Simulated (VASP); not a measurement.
# CaO: electrostatic potential with r2SCAN

CaO:

```xyz
2
Lattice="0.0000 2.4190 2.4190 2.4190 0.0000 2.4190 2.4190 2.4190 0.0000" Properties=species:S:1:pos:R:3 pbc="T T T"
Ca    0.0000    0.0000    0.0000
O     2.4190    2.4190    2.4190
```

The cell was built by a generator and needn't be a form met in nature.

```yaml
Program: VASP 6.6.1
Task: electrostatic potential
Functional: r2SCAN
Potentials_or_basis: VASP PAW PBE potentials, release 64 (Ca_sv, O)
Cutoff: 520 eV
k_mesh: 10 × 10 × 10
Occupations: gaussian, width 0.02 eV
Spin: no spin polarisation
Further_INCAR_settings: ALGO = Normal; EDIFF = 1e-07
```

```
Pressure               : -2.0 GPa
Band gap on the k mesh : 4.19 eV, indirect (least direct gap 4.57 eV)
```

Levels at points of the mesh, in eV from the valence-band top:
| k point | band 4 | band 5 | band 6 | band 7 | band 8 | band 9 | band 10 | band 11 | band 12 |
| --- | --- | --- | --- | --- | --- | --- | --- | --- | --- |
| (0.00, 0.00, 0.00) | -19.05 | -16.44 | 0.00 | 0.00 | 0.00 | 5.26 | 6.80 | 6.80 | 6.80 |
| (0.50, 0.00, 0.00) | -19.09 | -15.24 | -2.56 | -1.16 | -1.16 | 7.60 | 8.94 | 8.94 | 9.06 |
| (0.50, 0.50, 0.00) | -19.26 | -16.21 | -1.30 | -0.38 | -0.38 | 4.19 | 8.62 | 9.52 | 10.10 |

Run time: 46 s on 4 MPI ranks on Intel(R) Xeon(R) Platinum 8259CL CPU @ 2.50GHz (Skylake/Cascade Lake) (shared host), peak memory 0.16 GiB a rank.

Caveat: the PAW data sets were made with another functional, which shifts forces and pressure a little. A k mesh can miss the band edges.
